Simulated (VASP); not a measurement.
Calculation: PBEsol GGA, VASP's PBE PAW potentials (set 64) (plane waves; VASP).

Input for VASP

### POSCAR
```
PbF2
1
    0.0000000000     2.7336656999     2.7336656999
    2.7336656999     0.0000000000     2.7336656999
    2.7336656999     2.7336656999    -0.0000000000
Pb F
1 2
Direct
  0.0000000000   0.0000000000   0.0000000000
  0.2500000000   0.2500000000   0.2500000000
  0.7500000000   0.7500000000   0.7500000000
```

KPOINTS:
```
Automatic mesh
0
Gamma
7 7 7
0 0 0
```

INCAR:
```
GGA  =  PS   # PBEsol
LCHARG  =  F
SYSTEM  =  PbF2
EDIFFG  =  -0.02
PREC  =  Accurate
LMAXMIX  =  4   # l cut-off of mixed one-centre charges
ISMEAR  =  0   # Gaussian
PSTRESS  =  300   # kbar
LWAVE  =  F
ENCUT  =  620   # plane-wave cut-off (eV)
LASPH  =  T
NELM  =  100   # most electronic steps
LREAL  =  F   # projection in real space or not
ISIF  =  3   # ions, shape and volume
NSW  =  40
ALGO  =  Normal
IBRION  =  2
SIGMA  =  0.05   # width (eV)
EDIFF  =  1E-6   # SCF stop (eV)
```

POTCAR, in this order: Pb_d F (PBE.64 set). Program: vasp_std.

Question: What will the output report for the number of irreducible k-points (NKPTS), largest plane-wave count, number of space-group operations, FFT grid (NGX, NGY, NGZ)?

Answer: 
- number of irreducible k-points (NKPTS) = 20
- largest plane-wave count = 1459
- number of space-group operations = 48
- FFT grid (NGX, NGY, NGZ) = 32 × 32 × 32

The compound is PbF2 in the fluorite structure, the β form. It was relaxed first under an external pressure of 30 GPa.
